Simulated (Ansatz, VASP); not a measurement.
# Al2C3: VASP beside Ansatz

```
Al C
1.0
     3.74530    0.00000    0.00000
     0.00000    3.74530    0.00000
     0.00000    0.00000    3.66100
Al C
2 3
Direct
  0.00000 0.50000 0.50000
  0.50000 0.00000 0.50000
  0.50000 0.50000 0.18720
  0.50000 0.50000 0.81280
  0.00000 0.00000 0.00000
```

Alike in both runs: functional PBE; k mesh 4 × 4 × 6; occupations gaussian, width 0.1 eV; no spin polarisation.

Ansatz relaxed the structure, and its values are those at the end. VASP's run is a single point on that final structure, the one shown.

|  | VASP | Ansatz |
| --- | --- | --- |
| version | VASP 6.6.1 | Ansatz 0.2.0 |
| potentials or method | VASP PAW PBE potentials, release 64 (Al, C) | scalar-relativistic, plane waves, PAW |
| plane-wave cutoff (eV) | 520 | 420 |
| valence electrons in the cell | 18 | 18 |

Ansatz gave:

* gap on the k mesh at the Fermi level (eV): none
* pressure (GPa): 0.0
* rms of the force components (eV/Å): 0.002

Problem. What did VASP give for the same quantities?

Solution. gap on the k mesh at the Fermi level (eV): none; pressure (GPa): 0.0; rms of the force components (eV/Å): 0.023.

A gap of «none» marks a metal or a gap that the smearing closes.

Caveats: the k mesh is coarse (spacing up to 0.42 Å⁻¹), so the values aren't converged.
